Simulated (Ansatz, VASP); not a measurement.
# Cross-check of TcPd between VASP and Ansatz

Wanted: the spread between two codes on one cell, functional and k mesh. The cell is invented: Sites of the TcPt structure (space group 166) filled with other elements, volume scaled by an estimate. It may not be a known or stable phase. Valence electrons are named where the data sets of a main pair hold unlike numbers.

Calculated with Ansatz 0.2.0; plane waves, with VASP 6.6.1 beside it; relaxation of cell and atoms at RPBE.

**1. The structure**

Symmetry: R-3m, No. 166, trigonal system. Conventional cell: a = 2.752 Å, b = 2.752 Å, c = 13.655 Å, α = 90.00°, β = 90.00°, γ = 120.00°. Pd has 6 Pd at 2.75 Å and 6 Tc at 2.78 Å nearest. Nearest to Tc lie 6 Tc at 2.75 Å and 6 Pd at 2.78 Å. Sites of the TcPt structure (space group 166) filled with other elements, volume scaled by an estimate. Farther neighbours are not listed.

Coordinates:

```xyz
2
Lattice="1.3758 0.7943 4.5515 -1.3758 0.7943 4.5515 0.0000 -1.5886 4.5515" Properties=species:S:1:pos:R:3 pbc="T T T"
Pd    0.0000    0.0000    0.0000
Tc    0.0000    0.0000    6.8273
```

**2. VASP: relaxation of cell and atoms, RPBE**

The relaxed volume is the usual yardstick between codes: in a stiff, nearly cubic crystal its relative difference is about their pressure difference at one cell divided by the bulk modulus.

Lines of VASP's logs that name or quote its potential files are left out, and so is its time.

Input file INCAR:

```
SYSTEM = TcPd
PREC = Accurate
ENCUT = 400
EDIFF = 1E-06
NELM = 100
ISMEAR = -1
SIGMA = 0.05
LREAL = .FALSE.
ALGO = Normal
GGA = RP
LORBIT = 11
LWAVE = .FALSE.
LCHARG = .FALSE.
IBRION = 2
NSW = 60
ISIF = 3
EDIFFG = -0.01
```

Input file POSCAR:

```
TcPd
1.0
    1.3757680000      0.7943000000      4.5515500000
   -1.3757680000      0.7943000000      4.5515500000
    0.0000000000     -1.5886000000      4.5515500000
Pd Tc
1 1
Direct
    0.0000000000      0.0000000000      0.0000000000
    0.5000000000      0.5000000000      0.5000000000
```

Input file KPOINTS:

```
Automatic mesh
0
Gamma
8 8 8
0 0 0
```

The projector-augmented-wave data sets are Pd and Tc_pv (PBE family, release 64).

Started as:

```sh
$ mpirun -np 1 vasp_std
```

Numbers of over 12 decimals in the logs are rounded to 6 here.

What it wrote:

```text
[banner, memory and clock lines left out]
running    1 mpi-ranks, on    1 nodes
 distrk:  each k-point on    1 cores,    1 groups
 distr:  one band on    1 cores,    1 groups

 POSCAR found type information on POSCAR PdTc
 POSCAR found :  2 types and       2 ions
|                                                                             |
|               ----> ADVICE to this user running VASP <----                  |
|                                                                             |
|     You enforced a specific xc type in the INCAR file but a different       |
|     [... a line on the potential file left out ...]
|     I HOPE YOU KNOW WHAT YOU ARE DOING!                                     |
|                                                                             |

 LDA part: xc-table for (Slater+PW92), standard interpolation
 POSCAR, INCAR and KPOINTS ok, starting setup
 FFT: planning ... GRIDC
 FFT: planning ... GRID_SOFT
 FFT: planning ... GRID
 WAVECAR not read
 entering main loop
       N       E                     dE             d eps       ncg     rms          rms(c)
DAV:   1     0.173107649507E+03    0.17311E+03   -0.11497E+04  2046   0.121E+03
DAV:   2    -0.122208443057E+02   -0.18533E+03   -0.18251E+03  2356   0.343E+02
DAV:   3    -0.151518722068E+02   -0.29310E+01   -0.29160E+01  2041   0.528E+01
DAV:   4    -0.151719970481E+02   -0.20125E-01   -0.20123E-01  2140   0.439E+00
DAV:   5    -0.151722802923E+02   -0.28324E-03   -0.28324E-03  2069   0.515E-01    0.157E+01
DAV:   6    -0.142098191115E+02    0.96246E+00   -0.29591E+00  1957   0.168E+01    0.518E+00
DAV:   7    -0.141440562251E+02    0.65763E-01   -0.28540E-01  2160   0.457E+00    0.167E+00
DAV:   8    -0.141443271425E+02   -0.27092E-03   -0.13868E-01  2097   0.315E+00    0.175E+00
DAV:   9    -0.141319167220E+02    0.12410E-01   -0.40799E-02  2097   0.185E+00    0.187E-01
DAV:  10    -0.141314489349E+02    0.46779E-03   -0.19021E-03  2076   0.352E-01    0.542E-02
DAV:  11    -0.141314611819E+02   -0.12247E-04   -0.90738E-05  1999   0.993E-02    0.901E-03
DAV:  12    -0.141314625381E+02   -0.13562E-05   -0.44293E-06  2035   0.180E-02    0.481E-03
DAV:  13    -0.141314616142E+02    0.92386E-06   -0.57608E-07  1003   0.734E-03
   1 F= -.14131462E+02 E0= -.14123354E+02  d E =-.141315E+02
[...]
2 F= -.14133346E+02 E0= -.14124993E+02  d E =-.188407E-02
[...]
3 F= -.14136321E+02 E0= -.14128025E+02  d E =-.485940E-02
[...]
4 F= -.14135951E+02 E0= -.14127459E+02  d E =0.370207E-03
 trial-energy change:    0.000370  1 .order    0.000291   -0.002082    0.002663
 step:   0.3785(harm=  0.4008)  dis= 0.00000  next Energy=   -14.136747 (dE=-0.426E-03)
 bond charge predicted
       N       E                     dE             d eps       ncg     rms          rms(c)
DAV:   1    -0.141471784423E+02   -0.11228E-01   -0.29521E-01  1957   0.590E+00    0.831E-01
DAV:   2    -0.141373100956E+02    0.98683E-02   -0.32225E-02  1971   0.180E+00    0.204E-01
DAV:   3    -0.141374233483E+02   -0.11325E-03   -0.92486E-03  2118   0.842E-01    0.257E-01
DAV:   4    -0.141367023644E+02    0.72098E-03   -0.42390E-03  2111   0.526E-01    0.106E-01
DAV:   5    -0.141367432200E+02   -0.40856E-04   -0.24265E-04  1957   0.139E-01    0.989E-03
DAV:   6    -0.141367467241E+02   -0.35042E-05   -0.12054E-05  2076   0.296E-02    0.910E-03
DAV:   7    -0.141367490422E+02   -0.23180E-05   -0.11863E-06  1293   0.934E-03    0.179E-03
DAV:   8    -0.141367491991E+02   -0.15698E-06   -0.11535E-07   975   0.283E-03
   5 F= -.14136749E+02 E0= -.14128370E+02  d E =-.428188E-03
 curvature:  -0.23 expect dE=-0.223E-06 dE for cont linesearch -0.173E-06
 trial: gam=-0.02010 g(F)=  0.408E-59 g(S)=  0.980E-06 ort = 0.444E-04 (trialstep = 0.806E+00)
 search vector abs. value=  0.244E-06
 reached required accuracy - stopping structural energy minimisation
```

From OUTCAR (step 2):

```text
ion  position               nearest neighbor table
   1  0.000  0.000  0.000-   2 2.78   2 2.78   2 2.78   2 2.78   2 2.78   2 2.78
   2  0.500  0.500  0.500-   1 2.78   1 2.78   1 2.78   1 2.78   1 2.78   1 2.78

  LATTYP: Found a trigonal (rhomboedric) cell.
 ALAT       =     4.8208150226
 COS(alpha) =     0.8371156093

 Subroutine GETGRP returns: Found 12 space group operations
 (whereof 12 operations were pure point group operations)

The static configuration has the point symmetry D_3d.

 Found     65 irreducible k-points:

   k-points           NKPTS =     65   k-points in BZ     NKDIM =     65   number of bands    NBANDS=     15

   dimension x,y,z NGX =    32 NGY =   32 NGZ =   32
   dimension x,y,z NGXF=    64 NGYF=   64 NGZF=   64

   ENCUT  =  400.0 eV  29.40 Ry    5.42 a.u.   7.86  7.86  7.86*2*pi/ulx,y,z

   NELECT =      23.0000    total number of electrons

 k-points in reciprocal lattice and weights: Automatic mesh
   0.00000000  0.00000000  0.00000000       0.002
   0.12500000  0.00000000  0.00000000       0.012
   0.25000000  0.00000000  0.00000000       0.012
   0.37500000  0.00000000  0.00000000       0.012
   0.50000000  0.00000000  0.00000000       0.006
   0.12500000  0.12500000  0.00000000       0.012
   0.25000000  0.12500000  0.00000000       0.023
   0.37500000  0.12500000  0.00000000       0.023
   0.50000000  0.12500000  0.00000000       0.023
[...]
-0.37500000  0.50000000  0.37500000       0.012
   0.50000000  0.50000000  0.50000000       0.002

 average (electrostatic) potential at core
       1 -69.6808       2 -68.8683

 E-fermi :  11.3821

 k-point     1 :       0.0000    0.0000    0.0000
  band No.  band energies     occupation
    ...
      8       8.4035      2.00000
      9       8.8859      2.00000
     10       8.8859      2.00000
     11      10.6000      2.00000
     12      10.6000      2.00000
     13      11.7993      0.00048
     14      12.8570      0.00000
     15      12.8570      0.00000

 k-point     2 :       0.1250    0.0000    0.0000
  band No.  band energies     occupation
    ...
      9       8.6703      2.00000
     10       9.0084      2.00000
     11      10.0165      2.00000
     12      10.6879      2.00000
     13      10.9007      1.99987
     14      12.6675      0.00000
     15      14.6816      0.00000

 k-point     3 :       0.2500    0.0000    0.0000
  band No.  band energies     occupation
    ...
      8       8.4966      2.00000
      9       9.0337      2.00000
     10       9.3761      2.00000
     11       9.4130      2.00000
     12      10.4525      2.00000
     13      11.9355      0.00003
     14      12.2252      0.00000
     15      16.7223      0.00000

  Total        0.0028776      0.0028776      0.0049073     -0.0000000      0.0000000      0.0000000
  in kB        0.1551184      0.1551184      0.2645268     -0.0000000      0.0000000      0.0000000
  external PRESSURE =       0.1915879 kB  Pullay stress =       0.0000000 kB

  energy-cutoff  :      400.00
  volume of cell :       29.72
      direct lattice vectors                 reciprocal lattice vectors
     1.366888698  0.789173533  4.592231287     0.365794231  0.211191404  0.072586356
    -1.366888698  0.789173533  4.592231287    -0.365794231  0.211191404  0.072586356
     0.000000000 -1.578347066  4.592231287     0.000000000 -0.422382809  0.072586356

 POSITION                                       TOTAL-FORCE (eV/Angst)
 -----------------------------------------------------------------------------------
      0.00000      0.00000      0.00000         0.000000      0.000000     -0.000000
      0.00000      0.00000      6.88835        -0.000000     -0.000000      0.000000
 -----------------------------------------------------------------------------------
    total drift:                               -0.000000      0.000000      0.000000

  FREE ENERGIE OF THE ION-ELECTRON SYSTEM (eV)
  ---------------------------------------------------
  free  energy   TOTEN  =       -14.1367491991 eV

  energy  without entropy=      -14.1199912643  energy(sigma->0) =      -14.12837023

 reached required accuracy - stopping structural energy minimisation

 total charge
# of ion       s       p       d       tot
------------------------------------------
    1        0.539   0.595   8.441   9.575
    2        0.441   6.395   5.001  11.838
--------------------------------------------------
tot          0.980   6.990  13.442  21.413

[... 3 further parts left out ...]
```

CONTCAR:

```
TcPd
   1.00000000000000
     1.3668886981276804    0.7891735331614865    4.5922312874814804
    -1.3668886981276804    0.7891735331614865    4.5922312874814804
     0.0000000000000000   -1.5783470663229731    4.5922312874814804
  Pd              Tc
     1     1
Direct
     0.0000000000000000    0.0000000000000000    0.0000000000000000
     0.5000000000000000    0.5000000000000000    0.5000000000000000
```

This run has no spin polarisation. Its electron count is odd, so without a moment it is a metal by construction. The k-mesh is coarse for a metal. The PAW data sets were made with PBE, which is usual practice but a small mismatch for other functionals. The run keeps the 12 symmetry operations of its start, so it cannot find a distortion of lower symmetry.

**3. Ansatz: relaxation of cell and atoms, RPBE**

Ansatz runs on its default PAW (the set named soft_2) files.

The same cell, functional, mesh and smearing now go to Ansatz, which takes its cutoff from its data sets.

Input file input.yaml:

```yaml
crystal:
  lattice:
    - [1.375768, 0.7943, 4.55155]
    - [-1.375768, 0.7943, 4.55155]
    - [0.0, -1.5886, 4.55155]
  atoms:
    - { symbol: Pd, position: [0.0, 0.0, 0.0] }
    - { symbol: Tc, position: [0.5, 0.5, 0.5] }
hamiltonian:
  xc: rpbe
  pseudopotentials: { kind: paw }
kpoints:
  mp_grid: { grid: [8, 8, 8] }
scf:
  occupations: { method: fermi_dirac, width: 0.05 }
relax:
  f_tol: 0.01
  max_steps: 60
  cell: { stress_tol: 0.05 }
output:
  forces: true
  stress: true
```

Started as:

```sh
$ ansatz run input.yaml --threads 4 --pin off --max-ram 9216MiB --backend cpu --events-out ev --progress --plain --runs-dir out
```

What it wrote:

```text
basis.fft_grid_basis auto: the FFT boxes are laid along the combinations [[1, 0, -1], [0, 1, -1], [0, 0, 1]] of the cell's own vectors, 2.752, 2.752 and 4.821 Å long. The dense box has 24×24×36 points. Along the cell's own vectors, as sized, it would have 36×36×36, 2.25 times as many. Of the 12 symmetry operations that the crystal satisfies within crystal.symmetry.tolerance (time reversal apart; of a slab, those that [...]
Engine: ansatz 0.2.0, aarch64-unknown-linux-gnu
Pseudopotentials: kind: paw
Pseudopotential: Pd, paw, valence charge 18, recommended cutoff 420 eV (normal), Pd.paw.azcp
Pseudopotential: Tc, paw, valence charge 15, recommended cutoff 500 eV (normal), Tc.paw.azcp
Functional definition: RPBE
  parameter kappa = 0.804
  parameter beta = 0.066725
  exchange = rpbe_x(kappa = kappa, mu = beta*pi^2/3)
  correlation = pbe_c(beta = beta)
Crystal: 2 atoms, lattice volume = 29.843 Å³
Basis set: ecut = 500 eV, 737 PW (Γ), FFT grids on a1−a3, a2−a3, a3, exchange–correlation on 48×48×72 points (8 copies of the dense FFT grid, shifted against one another)
Bands: 21, of which v1, the nominal top of the filled ones, is band 17 counted from 1 (16 counted from 0)
Symmetry: 12 space group operations
Space group: R-3m (ITA 166), of the structure as read, at distance tolerance 3.1e-5 Å
k-points: 65 of 512
Non-local potential: Pd, projectors of the file, l = 0: 2, l = 1: 2, l = 2: 2, l = 3: 1
Non-local potential: Tc, projectors of the file, l = 0: 3, l = 1: 3, l = 2: 2, l = 3: 2
PAW form: soft (Blöchl's): semilocal exchange-correlation on the pseudo side does not see the compensation charge
PAW frozen core: Pd, regenerated for the run's functional, and the local potential with it (the file was generated under x = pbe(κ = 0.804, μ = 0.219515), c = pbe(β = 0.066725))
PAW frozen core: Tc, regenerated for the run's functional, and the local potential with it (the file was generated under x = pbe(κ = 0.804, μ = 0.219515), c = pbe(β = 0.066725))
PAW one-centre angular grid: Pd, 590 points (default); XC on 64 Gauss nodes
PAW one-centre angular grid: Tc, 590 points (default); XC on 64 Gauss nodes
Initial density: superposition of atomic densities (chi_scale 0.1, normalization cell, long waves kept (reshape's long-wave potential 0.00 eV rms))
Initial wavefunctions: pseudopotential atomic-orbital guess
Functional: x = rpbe, c = pbe(β = 0.066725)
SCF iter   1: F=—  HF=-12403.469661 eV  |F-HF|=—  |Δ(HF+E_count)|=         —  Δρ=5.48e-1  dr2=2.15e2  ethr=3.10e-3  ⟨swp⟩=5.5  Hψ=5704  notcnv=0
preconditioner: auto → Kerker (q_TF=auto, 2.774 Å⁻¹)  [metal: Δε(μ)=0.016 eV  Ē_g=7.738 eV  σ=0.050 eV  W_gap=0.08  n_scr=10 (ndim 8)  ℏωp=28.0 eV  f_vac=0.000  D(μ)=1.79/eV (n_scr^D=22)]
SCF iter   2: F=—  HF=-12387.336287 eV  |F-HF|=—  |Δ(HF+E_count)|=    1.61e1  Δρ=1.61e-1  dr2=2.25e1  ethr=3.10e-3  ⟨swp⟩=3.3  Hψ=3511  notcnv=0
SCF iter   3: F=—  HF=-12385.695566 eV  |F-HF|=—  |Δ(HF+E_count)|=    1.64e0  Δρ=5.88e-2  dr2=6.41e-1  ethr=3.10e-3  ⟨swp⟩=2.9  Hψ=2608  notcnv=0
SCF iter   4: F=—  HF=-12385.578806 eV  |F-HF|=—  |Δ(HF+E_count)|=   1.17e-1  Δρ=2.64e-2  dr2=4.03e-1  ethr=1.94e-3  ⟨swp⟩=2.0  Hψ=3082  notcnv=0
SCF iter   5: F=—  HF=-12385.538783 eV  |F-HF|=—  |Δ(HF+E_count)|=   4.00e-2  Δρ=1.09e-2  dr2=6.19e-2  ethr=1.22e-3  ⟨swp⟩=2.1  Hψ=1621  notcnv=0
SCF iter   6: F=—  HF=-12385.531409 eV  |F-HF|=—  |Δ(HF+E_count)|=   7.37e-3  Δρ=3.47e-3  dr2=7.01e-3  ethr=1.88e-4  ⟨swp⟩=2.0  Hψ=1531  notcnv=0
SCF iter   7: F=—  HF=-12385.530583 eV  |F-HF|=—  |Δ(HF+E_count)|=   8.26e-4  Δρ=3.23e-4  dr2=7.26e-5  ethr=2.12e-5  ⟨swp⟩=1.0  Hψ=1646  notcnv=0
SCF iter   8: F=—  HF=-12385.530580 eV  |F-HF|=—  |Δ(HF+E_count)|=   3.10e-6  Δρ=1.28e-4  dr2=5.28e-6  ethr=2.20e-7  ⟨swp⟩=2.3  Hψ=1948  notcnv=0
SCF iter   9: F=—  HF=-12385.530580 eV  |F-HF|=—  |Δ(HF+E_count)|=   5.50e-7  Δρ=2.48e-5  dr2=1.95e-7  ethr=1.60e-8  ⟨swp⟩=1.2  Hψ=1436  notcnv=0
SCF iter  10: F=-12385.530580 eV  HF=-12385.530580 eV  |F-HF|=5.11e-9  |Δ(HF+E_count)|=   1.80e-8  Δρ=3.50e-6  dr2=5.81e-9  ethr=3.03e-10  ⟨swp⟩=4.0  Hψ=4236  notcnv=0
SCF 1 converged in 10 iterations: F = -12385.530580 eV  dr2 = 5.81e-9
  greatest PAW one-centre occupation: 1.000 electrons in one spin orbital (limit 2), on the Pd atom at site 0 (counted from 0), in its partial waves of l = 0
relax step   1: F+E_penalty+E_count = -12385.53057963 eV  Δ(F+E_penalty+E_count) = +0.000e0 eV  max|allowed force component| = 9.256e-29 eV/Å  Δτ_max = 0.0000 Å  P = +0.193 GPa  Ω = 29.843 Å³  (10 SCF iters, dr2 threshold 1.00e-7 eV, accepted)
[...]
relax step   2: F+E_penalty+E_count = -12385.53318103 eV  Δ(F+E_penalty+E_count) = -2.601e-3 eV  max|allowed force component| = 5.049e-29 eV/Å  Δτ_max = 0.0000 Å  P = -0.152 GPa  Ω = 29.924 Å³  energy of the carried Pulay correction = -4.307e-5 eV  (6 SCF iters, dr2 threshold 2.00e-7 eV, accepted)
[...]
relax step   3: F+E_penalty+E_count = -12385.53528567 eV  Δ(F+E_penalty+E_count) = -2.105e-3 eV  max|allowed force component| = 2.524e-29 eV/Å  Δτ_max = 0.0000 Å  P = -0.075 GPa  Ω = 29.892 Å³  energy of the carried Pulay correction = -2.607e-5 eV  (6 SCF iters, dr2 threshold 2.00e-7 eV, accepted)
[...]
relax step   4: F+E_penalty+E_count = -12385.53529042 eV  Δ(F+E_penalty+E_count) = -4.746e-6 eV  max|allowed force component| = 6.732e-29 eV/Å  Δτ_max = 0.0000 Å  P = +0.018 GPa  Ω = 29.880 Å³  energy of the carried Pulay correction = -2.353e-5 eV  (6 SCF iters, dr2 threshold 1.57e-8 eV, accepted)
[...]
relax step   5: F+E_penalty+E_count = -12385.53531729 eV  Δ(F+E_penalty+E_count) = -2.687e-5 eV  max|allowed force component| = 2.054e-32 eV/Å  Δτ_max = 0.0000 Å  P = +0.020 GPa  Ω = 29.880 Å³  stress off target by 2.41e-2 GPa  SCF on the basis re-selected at this cell (its energy is not comparable with the rows above)  (8 SCF iters)
basis re-selected at this cell: Δ(F+E_penalty+E_count) = -2.687e-5 eV, ΔP = +0.002 GPa vs the last step (what re-selecting the basis moved, of the pressure what is left beyond the Pulay correction that the steps carried, after the strain that the cell walked since its last selection, with what the two solves' SCF thresholds leave and, on support functions, any second-order correction that the steps lacked; it is no measure of the basis error at this ecutwfc). The dense FFT grid was sized anew with the basis: this SCF ran on 20×20×36 points, the steps before it on 24×24×36, so part of this shift can come from that change (see relax.cell in the input reference). [rest of the remark cut]
SCF converged after 8 iterations
Free energy (F): -12385.535317 eV
Harris-Foulkes:  -12385.535317 eV  (|F-HF|=7.28e-12)
Internal energy: -12385.518507 eV  (E = F + TS)
E sigma→0 (E₀):  -12385.526912 eV
Entropy (-TS):   -0.016810 eV (-8.405 meV/atom)
Fermi energy:    20.901030 eV
--- Per-component energies (eV) ---
  E_band       = -203.452538
  E_kinetic    = 1135.349857
  E_local      = -3033.498076  (includes V_loc(G=0)·N_el)
  E_nonlocal   = 499.372180
  E_hartree    = 1074.241550
  E_xc         = -408.286757
  E_vxc        = -506.034578  (∫ρ·V_xc dr)
  E_paw        = -7042.015967  (= ΣΔE_a)
  E_vpaw       = -447.125098  (= ΣTr[D̂ρ^β])
  E_aug_tail   = 0.000075  (compensation charges beyond the density's cutoff)
  E_ewald      = -4610.478649
  E_core_change = -0.202721  (= ΣΔE_core)
  E_smearing   = -0.016810  (= −TS)
  E_closure    = 0.000000  (closes the sum)
  Σ components = -12385.535317   (vs F -12385.535317, Δ=0.00e0)
--- Forces (eV/Å), atoms counted from 1 ---
  atom   1  Pd     0.00000000     0.00000000     0.00000000
  atom   2  Tc     0.00000000     0.00000000     0.00000000
  max |Σ_I F_I| component: 1.35e-28 eV/Å
--- Stress (GPa, compression-positive) ---
        0.018230       0.000000      -0.000000
        0.000000       0.018230      -0.000000
       -0.000000      -0.000000       0.024078
  P = ⅓ Tr σ = 0.0202 GPa (0.202 kbar)
--- Relaxed structure (4 steps of the walk, 4 accepted, 1 SCFs on fresh bases) ---
  F+E_penalty+E_count = -12385.53531729 eV   max|allowed force component| = 2.054e-32 eV/Å   (the final SCF, on the basis selected at the relaxed cell)
  cell:  # Å, volume = 29.8801 Å³
    - [1.369302, 0.790567, 4.600373]
    - [-1.369302, 0.790567, 4.600373]
    - [0, -1.581134, 4.600373]
  atoms:
    - { symbol: Pd, position: [0, 0, 0] }
    - { symbol: Tc, position: [0.5, 0.5, 0.5] }
```

Run time: 6.9 s. Hardware: 4 threads of Arm Neoverse V1, shared host; peak memory 0.38 GiB; 15 s of CPU time.

**4. Comparison**

Known differences besides the potentials themselves: both relaxations stop at a tolerance, which leaves soft axes loose, and VASP keeps its plane-wave basis; the data sets hold 33 valence electrons in Ansatz (on its default PAW (the set named soft_2) files) and 23 in VASP; the cutoff is 500 eV in Ansatz and 400 eV in VASP; Ansatz makes its cores anew for this functional, VASP keeps those of its PBE data sets; VASP leaves aspherical gradient terms in its spheres out (LASPH is not set), Ansatz keeps them; Ansatz adds a Pulay correction to the stress that steers its cell, VASP none. Total energies have different zeros and are not compared.

Both answers:

| quantity | Ansatz | VASP | difference |
| --- | --- | --- | --- |
| volume (Å³) | 29.88 | 29.72 | +0.53 % |
| edge a after relaxation, in the typed setting (Å) | 4.864 | 4.856 | +0.18 % |

The walks stopped with 0.02 GPa left in Ansatz and 0.02 GPa in VASP; each walk ends within a tolerance, so the volume difference is uncertain by about these residues over the bulk modulus, most in soft cells.

**5. Outcome**

| Item | Value |
| --- | --- |
| difference in volume (relaxation of cell and atoms, RPBE) | 0.53 % |

The difference in volume is 0.53 % (relaxation of cell and atoms, RPBE), within the 1.2 % picked in this series as the mark of a large difference, as far as the stopping tolerances let one tell. The data sets hold unlike numbers of valence electrons (33 in Ansatz and 23 in VASP), so part of the differences comes from the potentials. Such differences can come from data sets, numerical settings and the points named under the comparisons, not from the functional's error against experiment.

[Lines on the potential files, build, host, timing and source positions are cut from VASP's logs without a mark.]

[Logs are printed without paths, hosts, clocks, repeated set-up lines and the standing remarks that a program may print on its own settings, such as how far it seeks lower states.]

[Hosts, paths, dates, database ids (printed as entryN), source tags and the programs' standing remarks are cut or masked in the printed files.]
